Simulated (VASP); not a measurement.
All values below come from RPBE GGA, VASP's PBE PAW potentials (set 64) (plane waves; VASP).

A VASP calculation is set up with these files.

### INCAR
```
SYSTEM = Re
PREC = Accurate
ENCUT = 520
EDIFF = 1E-6
NELM = 100
ALGO = Normal
LREAL = .FALSE.
LASPH = .TRUE.
ISMEAR = 1
SIGMA = 0.1
GGA = RP
LMAXMIX = 6
LWAVE = .FALSE.
LCHARG = .FALSE.
IBRION = 2
ISIF = 3
NSW = 60
EDIFFG = -0.01
```

**KPOINTS**
```
Automatic mesh
0
Gamma
14 14 8
0 0 0
```

File POSCAR:
```
Re
1.0
  1.3800000000  -2.3902300000   0.0000000000
  1.3800000000   2.3902300000   0.0000000000
  0.0000000000   0.0000000000   4.4600000000
Re
2
direct
  0.3333330000   0.6666670000   0.2500000000
  0.6666670000   0.3333330000   0.7500000000
```

POTCAR, in this order: Re (PBE.64 set). Program: vasp_std.

Output

File OSZICAR:
```
       N       E                     dE             d eps       ncg     rms          rms(c)
DAV:   1     0.308975717556E+02    0.30898E+02   -0.70126E+03  4728   0.159E+03
DAV:   2    -0.179682252783E+02   -0.48866E+02   -0.41383E+02  4107   0.318E+02
DAV:   3    -0.245590011256E+02   -0.65908E+01   -0.53717E+01  4457   0.259E+02
DAV:   4    -0.249200248030E+02   -0.36102E+00   -0.31594E+00  4894   0.268E+01
DAV:   5    -0.249331020630E+02   -0.13077E-01   -0.12654E-01  4531   0.344E+00    0.393E+01
DAV:   6    -0.239803303786E+02    0.95277E+00   -0.90583E-01  4957   0.291E+01    0.165E+01
DAV:   7    -0.236317691540E+02    0.34856E+00   -0.72144E-01  5099   0.252E+01    0.757E-01
DAV:   8    -0.236198042671E+02    0.11965E-01   -0.92699E-03  5030   0.960E-01    0.117E-01
DAV:   9    -0.236190846470E+02    0.71962E-03   -0.70674E-04  5157   0.394E-01    0.335E-02
DAV:  10    -0.236191003741E+02   -0.15727E-04   -0.41533E-05  4398   0.537E-02    0.419E-03
DAV:  11    -0.236191018402E+02   -0.14661E-05   -0.29350E-07  2422   0.208E-02    0.473E-03
DAV:  12    -0.236191011726E+02    0.66766E-06   -0.18699E-07  2325   0.139E-02
   1 F= -.23619101E+02 E0= -.23619396E+02  d E =-.236191E+02
       N       E                     dE             d eps       ncg     rms          rms(c)
DAV:   1    -0.237922436350E+02   -0.17314E+00   -0.38399E+01  3523   0.336E+02    0.167E+01
DAV:   2    -0.234242005221E+02    0.36804E+00   -0.59065E-01  4228   0.257E+01    0.633E+00
DAV:   3    -0.233340643793E+02    0.90136E-01   -0.28272E-01  4602   0.173E+01    0.742E-01
DAV:   4    -0.233357654744E+02   -0.17011E-02   -0.39318E-03  4258   0.519E-01    0.850E-02
DAV:   5    -0.233360128816E+02   -0.24741E-03   -0.15387E-03  5092   0.101E+00    0.563E-02
DAV:   6    -0.233361064635E+02   -0.93582E-04   -0.53607E-05  4645   0.128E-01    0.795E-03
DAV:   7    -0.233361082559E+02   -0.17924E-05   -0.91481E-06  3763   0.105E-01    0.375E-03
DAV:   8    -0.233361088119E+02   -0.55601E-06   -0.53097E-06  2911   0.221E-02
   2 F= -.23336109E+02 E0= -.23336128E+02  d E =0.282992E+00
       N       E                     dE             d eps       ncg     rms          rms(c)
DAV:   1    -0.238928070141E+02   -0.55670E+00   -0.44203E+01  2640   0.445E+02    0.160E+01
DAV:   2    -0.237138933099E+02    0.17891E+00   -0.43454E-01  4577   0.210E+01    0.487E+00
DAV:   3    -0.236412601440E+02    0.72633E-01   -0.15545E-01  4383   0.137E+01    0.104E+00
DAV:   4    -0.236402009822E+02    0.10592E-02   -0.50585E-03  5097   0.173E+00    0.513E-01
DAV:   5    -0.236401983867E+02    0.25955E-05   -0.24327E-03  5007   0.150E+00    0.704E-02
DAV:   6    -0.236402324544E+02   -0.34068E-04   -0.46021E-05  5102   0.230E-01    0.915E-03
DAV:   7    -0.236402311897E+02    0.12647E-05   -0.36314E-07  2113   0.368E-02    0.259E-03
DAV:   8    -0.236402315291E+02   -0.33946E-06   -0.88108E-08  1851   0.160E-02
   3 F= -.23640232E+02 E0= -.23640505E+02  d E =-.211304E-01
       N       E                     dE             d eps       ncg     rms          rms(c)
DAV:   1    -0.236403033191E+02   -0.72129E-04   -0.40968E-03  2733   0.400E+00    0.176E-01
DAV:   2    -0.236402850981E+02    0.18221E-04   -0.52750E-05  4421   0.256E-01    0.615E-02
DAV:   3    -0.236402789299E+02    0.61682E-05   -0.19666E-05  4157   0.154E-01    0.964E-03
DAV:   4    -0.236402791217E+02   -0.19178E-06   -0.83113E-08  1617   0.117E-02
   4 F= -.23640279E+02 E0= -.23640554E+02  d E =-.211779E-01
       N       E                     dE             d eps       ncg     rms          rms(c)
DAV:   1    -0.236402778656E+02    0.10643E-05   -0.82846E-04  2690   0.181E+00    0.828E-02
DAV:   2    -0.236402747773E+02    0.30883E-05   -0.88854E-06  3644   0.113E-01    0.294E-02
DAV:   3    -0.236402739058E+02    0.87148E-06   -0.13410E-06  1535   0.694E-02
   5 F= -.23640274E+02 E0= -.23640550E+02  d E =-.211727E-01
       N       E                     dE             d eps       ncg     rms          rms(c)
DAV:   1    -0.236403406581E+02   -0.65881E-04   -0.53355E-03  3974   0.268E+00    0.411E-02
DAV:   2    -0.236402955303E+02    0.45128E-04   -0.62110E-05  4842   0.107E-01    0.202E-02
DAV:   3    -0.236402823188E+02    0.13212E-04   -0.26362E-05  4537   0.772E-02    0.441E-03
DAV:   4    -0.236402825343E+02   -0.21550E-06   -0.26492E-06  2007   0.224E-02
   6 F= -.23640283E+02 E0= -.23640561E+02  d E =-.862851E-05
       N       E                     dE             d eps       ncg     rms          rms(c)
DAV:   1    -0.236402996944E+02   -0.17376E-04   -0.89867E-04  3994   0.112E+00    0.164E-02
DAV:   2    -0.236402917235E+02    0.79709E-05   -0.90307E-06  4108   0.457E-02    0.885E-03
DAV:   3    -0.236402893748E+02    0.23487E-05   -0.52831E-06  2169   0.383E-02    0.347E-03
DAV:   4    -0.236402894205E+02   -0.45680E-07   -0.53156E-07  1446   0.290E-02
   7 F= -.23640289E+02 E0= -.23640567E+02  d E =-.155147E-04
       N       E                     dE             d eps       ncg     rms          rms(c)
DAV:   1    -0.236403164244E+02   -0.27050E-04   -0.64353E-03  3207   0.488E+00    0.217E-01
DAV:   2    -0.236402781343E+02    0.38290E-04   -0.74243E-05  4302   0.308E-01    0.762E-02
DAV:   3    -0.236402624501E+02    0.15684E-04   -0.28923E-05  4344   0.184E-01    0.105E-02
DAV:   4    -0.236402620863E+02    0.36381E-06   -0.11909E-07  1428   0.143E-02
   8 F= -.23640262E+02 E0= -.23640538E+02  d E =0.273342E-04
       N       E                     dE             d eps       ncg     rms          rms(c)
DAV:   1    -0.236403173829E+02   -0.54933E-04   -0.35680E-03  3255   0.362E+00    0.156E-01
DAV:   2    -0.236402993480E+02    0.18035E-04   -0.42395E-05  4311   0.228E-01    0.529E-02
DAV:   3    -0.236402941372E+02    0.52108E-05   -0.15852E-05  3939   0.135E-01    0.848E-03
DAV:   4    -0.236402942978E+02   -0.16057E-06   -0.78499E-08  1434   0.122E-02
   9 F= -.23640294E+02 E0= -.23640571E+02  d E =-.487727E-05
```

**OUTCAR**
```
------------------------ aborting loop because EDIFF is reached ----------------------------------------
  FORCE on cell =-STRESS in cart. coord.  units (eV):
  Direction    XX          YY          ZZ          XY          YZ          ZX
  --------------------------------------------------------------------------------------
  Total        0.0065218      0.0065218     -0.0008730      0.0000000      0.0000000      0.0000000
  in kB        0.3465137      0.3465137     -0.0463815      0.0000000      0.0000000      0.0000000
  external PRESSURE =       0.2155486 kB  Pullay stress =       0.0000000 kB
  volume of cell :       30.15
      direct lattice vectors                 reciprocal lattice vectors
     1.390651272 -2.408678542 -0.000000000     0.359543769 -0.207582702 -0.000000000
     1.390651272  2.408678542  0.000000000     0.359543769  0.207582702 -0.000000000
     0.000000000  0.000000000  4.501204843     0.000000000 -0.000000000  0.222162740
 POSITION                                       TOTAL-FORCE (eV/Angst)
 -----------------------------------------------------------------------------------
      1.39065      0.80289      1.12530         0.000000      0.000000      0.000000
      1.39065     -0.80289      3.37590        -0.000000     -0.000000      0.000000
 -----------------------------------------------------------------------------------
    total drift:                               -0.000000      0.000010     -0.000016
  FREE ENERGIE OF THE ION-ELECTRON SYSTEM (eV)
  ---------------------------------------------------
  free  energy   TOTEN  =       -23.6402942978 eV

  energy  without entropy=      -23.6411247118  energy(sigma->0) =      -23.64057110

 reached required accuracy - stopping structural energy minimisation
```
(Selected blocks of OUTCAR.)

File CONTCAR:
```
Re
   1.00000000000000
     1.3906512721532396   -2.4086785418847758   -0.0000000000000000
     1.3906512721532396    2.4086785418847758    0.0000000000000000
     0.0000000000000000    0.0000000000000000    4.5012048425646922
  Re
     2
Direct
     0.3333330000000032    0.6666669999999968    0.2500000000000000
     0.6666669999999968    0.3333330000000032    0.7500000000000000
```

Energy and stress use the plane-wave basis of the starting cell.

The compound is Re in the hcp structure. This run relaxes it. Symmetry was kept, so distortions that lower it aren't found.
